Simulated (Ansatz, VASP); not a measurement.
# Cross-check of GaCuSe2 (GaCuSe2 (I-42d)) between VASP and Ansatz, part 2 of 2

Aim: how closely do two programs agree when they are given the same cell, functional and k mesh? The cell is taken from a series of runs on this material, whose earlier steps may have relaxed, scaled, displaced or heated it; both programs get it as it stands.

VASP 6.6.1 and Ansatz 0.2.0.

So far: The starting structure; Ansatz: relaxation of cell and atoms, PBEsol.

## 3. VASP: relaxation of cell and atoms, PBEsol

Level of this step: PBEsol, no spin polarisation; plane waves and PAW (Ga_d, Cu, Se) (VASP).

The same cell, functional, mesh and smearing now go to VASP, with its own data sets.

Lines of VASP's logs that name or quote its potential files are left out, and so is its time.

File INCAR:

```
SYSTEM = GaCuSe2
PREC = Accurate
ENCUT = 600
EDIFF = 1E-07
NELM = 120
ISMEAR = -1
SIGMA = 0.01
LREAL = .FALSE.
ALGO = Normal
GGA = PS
NBANDS = 44
LASPH = .TRUE.
LORBIT = 11
LWAVE = .FALSE.
LCHARG = .FALSE.
ISIF = 3
IBRION = 2
NSW = 80
EDIFFG = -0.005
GGA_COMPAT = .FALSE.
NELMIN = 4
EFERMI = MIDGAP
KPAR = 2
```

File POSCAR:

```
GaCuSe2
1.0
   -2.7849340000      2.7849340000      5.5354280000
    2.7849340000     -2.7849340000      5.5354280000
    2.7849340000      2.7849340000     -5.5354280000
Ga Cu Se
2 2 4
Direct
    0.0000000000      0.0000000000      0.0000000000
    0.7500000000      0.2500000000      0.5000000000
    0.5000000000      0.5000000000      0.0000000000
    0.2500000000      0.7500000000      0.5000000000
    0.8750000000      0.8668245818      0.4918245818
    0.3750000000      0.3831752386      0.5081752386
    0.1331754182      0.6250000000      0.0081754182
    0.6168245818      0.1250000000      0.9918245818
```

File KPOINTS:

```
Automatic mesh
0
Gamma
7 7 7
0 0 0
```

The projector-augmented-wave data sets are Ga_d, Cu and Se (PBE family, release 64).

Run with:

```console
$ mpirun -np 2 vasp_std
```

Numbers of over 12 decimals in the logs are rounded to 6 here.

Output:

```text
[banner, memory and clock lines left out]
running    2 mpi-ranks, on    1 nodes
 distrk:  each k-point on    1 cores,    2 groups
 distr:  one band on    1 cores,    1 groups

 POSCAR found type information on POSCAR GaCuSe
 POSCAR found :  3 types and       8 ions
|                                                                             |
|               ----> ADVICE to this user running VASP <----                  |
|                                                                             |
|     You enforced a specific xc type in the INCAR file but a different       |
|     [... a line on the potential file left out ...]
|     I HOPE YOU KNOW WHAT YOU ARE DOING!                                     |
|                                                                             |

 LDA part: xc-table for (Slater+PW92), standard interpolation
 POSCAR, INCAR and KPOINTS ok, starting setup
 FFT: planning ... GRIDC
 FFT: planning ... GRID_SOFT
 FFT: planning ... GRID
 WAVECAR not read
 entering main loop
       N       E                     dE             d eps       ncg     rms          rms(c)
DAV:   1     0.731883299242E+03    0.73188E+03   -0.34351E+04  3712   0.240E+03
DAV:   2     0.102306676864E+03   -0.62958E+03   -0.61126E+03  3536   0.601E+02
DAV:   3    -0.258858174524E+02   -0.12819E+03   -0.12463E+03  4352   0.226E+02
DAV:   4    -0.360627636662E+02   -0.10177E+02   -0.10045E+02  4872   0.613E+01
DAV:   5    -0.363999182595E+02   -0.33715E+00   -0.33622E+00  5004   0.122E+01    0.133E+01
DAV:   6    -0.368301636693E+02   -0.43025E+00   -0.43843E+01  4844   0.105E+02    0.101E+01
DAV:   7    -0.343172164898E+02    0.25129E+01   -0.99054E+00  4476   0.753E+01    0.382E+00
DAV:   8    -0.345380967581E+02   -0.22088E+00   -0.48363E+00  5576   0.281E+01    0.328E+00
DAV:   9    -0.344046663824E+02    0.13343E+00   -0.11729E+00  5060   0.185E+01    0.479E-01
DAV:  10    -0.344076064005E+02   -0.29400E-02   -0.66323E-02  5472   0.431E+00    0.292E-01
DAV:  11    -0.344074946688E+02    0.11173E-03   -0.16296E-02  5156   0.223E+00    0.110E-01
DAV:  12    -0.344074688216E+02    0.25847E-04   -0.23837E-03  5172   0.832E-01    0.169E-02
DAV:  13    -0.344074863022E+02   -0.17481E-04   -0.21674E-04  5232   0.186E-01    0.167E-02
DAV:  14    -0.344074845326E+02    0.17696E-05   -0.51716E-05  5140   0.145E-01    0.498E-03
DAV:  15    -0.344074844228E+02    0.10981E-06   -0.62184E-06  5344   0.373E-02    0.223E-03
DAV:  16    -0.344074844513E+02   -0.28462E-07   -0.70341E-07  4304   0.113E-02
   1 F= -.34407484E+02 E0= -.34407484E+02  d E =-.344075E+02
[...]
2 F= -.34407868E+02 E0= -.34407868E+02  d E =-.383751E-03
[...]
3 F= -.34407904E+02 E0= -.34407903E+02  d E =-.419076E-03
[...]
4 F= -.34407903E+02 E0= -.34407902E+02  d E =-.418488E-03
[...]
5 F= -.34407945E+02 E0= -.34407945E+02  d E =-.425075E-04
 trial-energy change:   -0.000043  1 .order   -0.000043   -0.000055   -0.000030
 step:   2.1197(harm=  2.1197)  dis= 0.00176  next Energy=   -34.407964 (dE=-0.615E-04)
 bond charge predicted
       N       E                     dE             d eps       ncg     rms          rms(c)
DAV:   1    -0.344079423405E+02    0.31027E-05   -0.30845E-03  3824   0.287E-01    0.260E-02
DAV:   2    -0.344079645980E+02   -0.22257E-04   -0.30948E-04  5140   0.142E-01    0.925E-03
DAV:   3    -0.344079644143E+02    0.18368E-06   -0.21345E-05  4856   0.724E-02    0.686E-03
DAV:   4    -0.344079639366E+02    0.47776E-06   -0.19567E-06  4928   0.249E-02    0.452E-03
DAV:   5    -0.344079637087E+02    0.22784E-06   -0.87677E-07  4428   0.734E-03    0.121E-03
DAV:   6    -0.344079637126E+02   -0.38453E-08   -0.18556E-07  2452   0.488E-03
   6 F= -.34407964E+02 E0= -.34407963E+02  d E =-.607728E-04
 curvature:  -1.05 expect dE=-0.146E-05 dE for cont linesearch -0.252E-08
 trial: gam= 0.02688 g(F)=  0.330E-08 g(S)=  0.138E-05 ort =-0.372E-06 (trialstep = 0.118E+01)
 search vector abs. value=  0.141E-05
 reached required accuracy - stopping structural energy minimisation
```

From OUTCAR (step 3):

```text
ion  position               nearest neighbor table
   1  0.000  0.000  0.000-   6 2.43   7 2.43   8 2.43   5 2.43
   2  0.750  0.250  0.500-   6 2.43   5 2.43   8 2.43   7 2.43
   3  0.500  0.500  0.000-   5 2.38   7 2.38   8 2.38   6 2.38
   4  0.250  0.750  0.500-   8 2.38   7 2.38   5 2.38   6 2.38
   5  0.875  0.867  0.492-   3 2.38   4 2.38   1 2.43   2 2.43
   6  0.375  0.383  0.508-   3 2.38   4 2.38   1 2.43   2 2.43
   7  0.133  0.625  0.008-   3 2.38   4 2.38   1 2.43   2 2.43
   8  0.617  0.125  0.992-   4 2.38   3 2.38   2 2.43   1 2.43

  LATTYP: Found a body centered tetragonal cell.
 ALAT       =     5.5698680000
 C/A-ratio  =     1.9876334592

 Subroutine GETGRP returns: Found  8 space group operations
 (whereof  4 operations were pure point group operations)

The static configuration has the point symmetry S_4 .
 The point group associated with its full space group is D_2d.

 Found     40 irreducible k-points:

   k-points           NKPTS =     40   k-points in BZ     NKDIM =     40   number of bands    NBANDS=     44

   dimension x,y,z NGX =    54 NGY =   54 NGZ =   54
   dimension x,y,z NGXF=   108 NGYF=  108 NGZF=  108

   ENCUT  =  600.0 eV  44.10 Ry    6.64 a.u.  13.57 13.57 13.57*2*pi/ulx,y,z

   NELECT =      72.0000    total number of electrons

 k-points in reciprocal lattice and weights: Automatic mesh
   0.00000000  0.00000000  0.00000000       0.003
   0.14285714  0.00000000 -0.00000000       0.023
   0.28571429 -0.00000000  0.00000000       0.023
   0.42857143  0.00000000 -0.00000000       0.023
   0.14285714  0.14285714 -0.00000000       0.023
   0.28571429  0.14285714 -0.00000000       0.047
   0.42857143  0.14285714 -0.00000000       0.047
  -0.42857143  0.14285714  0.00000000       0.047
  -0.28571429  0.14285714  0.00000000       0.047
[...]
-0.42857143  0.42857143  0.42857143       0.012
  -0.42857143 -0.42857143  0.42857143       0.006

 average (electrostatic) potential at core
       1 -66.6424       2 -66.6424       3 -66.3436       4 -66.3436       5 -54.5519
       6 -54.5519       7 -54.5519       8 -54.5519

 E-fermi :   4.0895

 k-point     1 :       0.0000    0.0000    0.0000
  band No.  band energies     occupation
    ...
     32       2.2076      2.00000
     33       2.3060      2.00000
     34       3.9292      2.00000
     35       3.9292      2.00000
     36       4.0204      1.99800
     37       4.1586      0.00200
     38       5.8039      0.00000
     39       6.1222      0.00000
     40       7.9124      0.00000
     41       7.9124      0.00000
    ...

 k-point     2 :       0.1429    0.0000   -0.0000
  band No.  band energies     occupation
    ...
     32       2.3287      2.00000
     33       2.3596      2.00000
     34       3.1910      2.00000
     35       3.7291      2.00000
     36       3.9132      2.00000
     37       5.0131      0.00000
     38       6.1261      0.00000
     39       6.3284      0.00000
     40       7.5379      0.00000
     41       7.6986      0.00000
    ...

 k-point     3 :       0.2857   -0.0000    0.0000
  band No.  band energies     occupation
    ...
     32       2.3842      2.00000
     33       2.4499      2.00000
     34       2.8288      2.00000
     35       3.2690      2.00000
     36       3.6926      2.00000
     37       5.7181      0.00000
     38       6.4009      0.00000
     39       7.0172      0.00000
     40       7.2786      0.00000
     41       7.4049      0.00000
    ...

  Total        0.0106280      0.0106280      0.0017288      0.0000000     -0.0000000      0.0000000
  in kB        0.0988591      0.0988591      0.0160809      0.0000000     -0.0000000      0.0000000
  external PRESSURE =       0.0712663 kB  Pullay stress =       0.0000000 kB

  energy-cutoff  :      600.00
  volume of cell :      172.24
      direct lattice vectors                 reciprocal lattice vectors
    -2.787605432  2.787605432  5.541436662     0.000000000  0.179365413  0.090229309
     2.787605432 -2.787605432  5.541436662     0.179365413  0.000000000  0.090229309
     2.787605432  2.787605432 -5.541436662     0.179365413  0.179365413  0.000000000

 POSITION                                       TOTAL-FORCE (eV/Angst)
 -----------------------------------------------------------------------------------
      0.00000      0.00000      0.00000        -0.000000     -0.000000      0.000000
     -0.00000      2.78761      2.77072         0.000000     -0.000000      0.000000
      0.00000      0.00000      5.54144         0.000000      0.000000     -0.000000
      2.78761     -0.00000      2.77072        -0.000000      0.000000     -0.000000
      1.35081      1.39380      6.92680         0.000131      0.000000      0.000000
      1.43679      1.39380      1.38536        -0.000131      0.000000      0.000000
      1.39380     -1.35081      4.15608         0.000000     -0.000131      0.000000
      1.39380      4.13842     -1.38536        -0.000000      0.000131     -0.000000
 -----------------------------------------------------------------------------------
    total drift:                                0.000300     -0.000001     -0.000001

  FREE ENERGIE OF THE ION-ELECTRON SYSTEM (eV)
  ---------------------------------------------------
  free  energy   TOTEN  =       -34.4079637126 eV

  energy  without entropy=      -34.4079627914  energy(sigma->0) =      -34.40796325

 reached required accuracy - stopping structural energy minimisation

 total charge
# of ion       s       p       d       tot
------------------------------------------
    1        0.877   0.724  10.021  11.622
    2        0.877   0.724  10.021  11.622
    3        0.385   0.369   9.265  10.019
    4        0.385   0.369   9.265  10.019
    5        1.446   2.377   0.052   3.876
    6        1.446   2.377   0.052   3.876
    7        1.446   2.377   0.052   3.876
    8        1.446   2.377   0.052   3.876
--------------------------------------------------
tot          8.311  11.695  38.780  58.786

[... 3 further parts left out ...]
```

This run has no spin polarisation, so a moment on Cu, if there is one, isn't seen.

## 4. Comparison

Known differences besides the potentials themselves: the data sets hold 128 valence electrons in Ansatz (on its PAW soft_1 files) and 72 in VASP; the cutoff is 420 eV in Ansatz and 600 eV in VASP; Ansatz makes its cores anew for this functional, VASP keeps those of its PBE data sets; Ansatz adds a Pulay correction to the stress that steers its cell, VASP none. Total energies have different zeros and are not compared.

The two programs side by side:

```tsv
quantity	Ansatz	VASP	difference
volume (Å³)	171.73	172.24	-0.30 %
edge a after relaxation, in the typed setting (Å)	6.794	6.801	-0.10 %
```

## 5. Summary of results

```yaml
difference_in_volume_relaxation_of_cell_and_atoms_pbesol: -0.30 %
```

What this shows: The difference in volume is -0.30 % (relaxation of cell and atoms, PBEsol), within the 1.2 % picked in this series as the mark of a large difference, as far as the stopping tolerances let one tell. The data sets hold unlike numbers of valence electrons (128 in Ansatz and 72 in VASP), so part of the differences comes from the potentials. How closely two codes agree says nothing of how well the functional describes the real material.

[Lines on the potential files, build, host, timing and source positions are cut from VASP's logs without a mark.]

[Logs are printed without paths, hosts, clocks, repeated set-up lines and the standing remarks that a program may print on its own settings, such as how far it seeks lower states.]

[Hosts, paths, dates, database ids (printed as entryN), source tags and the programs' standing remarks are cut or masked in the printed files.]
